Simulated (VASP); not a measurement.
A convergence study with VASP on TaC (rock salt): one setting is varied, all else stays as given below, so the limit is that of these other settings.

```
TaC
1.0
    0.00000     2.23000     2.23000
    2.23000     0.00000     2.23000
    2.23000     2.23000     0.00000
Ta C
1 1
Direct
  0.00000   0.00000   0.00000
  0.50000   0.50000   0.50000
```

Method: PBE GGA, VASP's PBE PAW potentials (set 64) (plane waves; VASP 6.6.1). The tightest run used: 700 eV cut-off, 24×24×24 Γ-centred mesh, tetrahedra with Blöchl corrections, potentials Ta_pv C.

```json
[
 {"setting": "3×3×3 mesh", "E (eV/atom)": "-11.0231", "pressure (GPa)": "7.43", "irreducible k-points": "4"},
 {"setting": "4×4×4 mesh", "E (eV/atom)": "-11.1245", "pressure (GPa)": "4.04", "irreducible k-points": "8"},
 {"setting": "5×5×5 mesh", "E (eV/atom)": "-11.1024", "pressure (GPa)": "3.92", "irreducible k-points": "10"},
 {"setting": "6×6×6 mesh", "E (eV/atom)": "-11.1114", "pressure (GPa)": "3.79", "irreducible k-points": "16"}
]
```

These are the cheaper rows. Estimate the results at 24×24×24 mesh, and how far the last row shown lies from them.

```json
[
 {"quantity": "E (eV/atom)", "tightest run": "-11.1013", "last row shown is off by": "-0.0101"},
 {"quantity": "pressure (GPa)", "tightest run": "4.03", "last row shown is off by": "-0.24"}
]
```

Left out are rungs that failed or repeat a setting and relaxations that didn't move; long series are thinned to 24 rows.

The compound is TaC in the rock salt structure. The cell was not relaxed at this level. The electron count is odd and the run is not spin-polarised, which forces a metal.
